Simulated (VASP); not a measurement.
Input for VASP

**INCAR**
```
LORBIT = 10
IBRION = 2   ! conjugate gradients
EDIFF = 1E-6
ISMEAR = 0
MAGMOM = 4.5 -4.5 -0.0 2*0.0 -0.0
PSTRESS = 300   ! kbar
LWAVE = .FALSE.
LCHARG = .FALSE.
ALGO = Normal   ! blocked Davidson
EDIFFG = -0.02   ! ionic stop
ENCUT = 620
NELM = 100
LREAL = .FALSE.
ISPIN = 2   ! spin-polarised
GGA = PS
NSW = 40   ! most ionic steps
LASPH = .TRUE.   ! aspherical one-centre terms
LMAXMIX = 4
SIGMA = 0.05   ! width (eV)
SYSTEM = MnF2
ISIF = 3   ! ions, shape and volume
PREC = Accurate
```

KPOINTS:
```
Automatic
0
G
  5 5 7
0 0 0
```

### POSCAR
```
MnF2
1
    4.5604198242     0.0000000000     0.0000000000
    0.0000000000     4.5604198242     0.0000000000
    0.0000000000     0.0000000000     3.1914339981
Mn F
2 4
Direct
  0.0000000000   0.0000000000   1.0000000000
  0.5000000000   0.5000000000   0.5000000000
  0.3032537949   0.3032537949   0.0000000000
  0.8032537949   0.1967462051   0.5000000000
  0.1967462051   0.8032537949   0.5000000000
  0.6967462051   0.6967462051   1.0000000000
```

POTCAR, in this order: Mn_pv F (PBE.64 set). Program: vasp_std.

Task: Write an equivalent input for Quantum ESPRESSO's pw.x.

Result: One equivalent input (not run):
```
&CONTROL
  calculation = 'vc-relax'
  pseudo_dir = './pseudo'
  outdir = './out'
  tprnfor = .true.
  tstress = .true.
  nstep = 40
  forc_conv_thr = 0.00078
/
&SYSTEM
  ibrav = 0
  nat = 6
  ntyp = 3
  ecutwfc = 96
  occupations = 'smearing'
  smearing = 'gaussian'
  degauss = 0.003675
  input_dft = 'pbesol'
  nspin = 2
  starting_magnetization(1) = 0.45
  starting_magnetization(2) = -0.45
/
&ELECTRONS
  conv_thr = 7.3e-08
  electron_maxstep = 100
/
&IONS
/
&CELL
  press = 300
/
ATOMIC_SPECIES
  Mn1 54.938 Mn.upf
  Mn2 54.938 Mn.upf
  F 18.998 F.upf
CELL_PARAMETERS angstrom
     4.5604198    0.0000000    0.0000000
     0.0000000    4.5604198    0.0000000
     0.0000000    0.0000000    3.1914340
ATOMIC_POSITIONS crystal
  Mn1  0.0000000  0.0000000  1.0000000
  Mn2  0.5000000  0.5000000  0.5000000
  F    0.3032538  0.3032538  0.0000000
  F    0.8032538  0.1967462  0.5000000
  F    0.1967462  0.8032538  0.5000000
  F    0.6967462  0.6967462  1.0000000
K_POINTS automatic
  5 5 7 0 0 0
```
What does not carry over: the potentials are each code's own (VASP's PAW set, PseudoDojo norm-conserving files in pw.x), so ENCUT and ecutwfc are chosen apart and not converted; conv_thr bounds pw.x's estimated SCF error, while EDIFF bounds the energy change between steps; starting_magnetization is a fraction of the valence charge and MAGMOM a moment in μB, so they match only roughly; forc_conv_thr acts on force components and is met together with etot_conv_thr.

The compound is MnF2 in the rutile structure. This run relaxes it under an external pressure of 30 GPa. Symmetry was kept, so distortions that lower it aren't found.
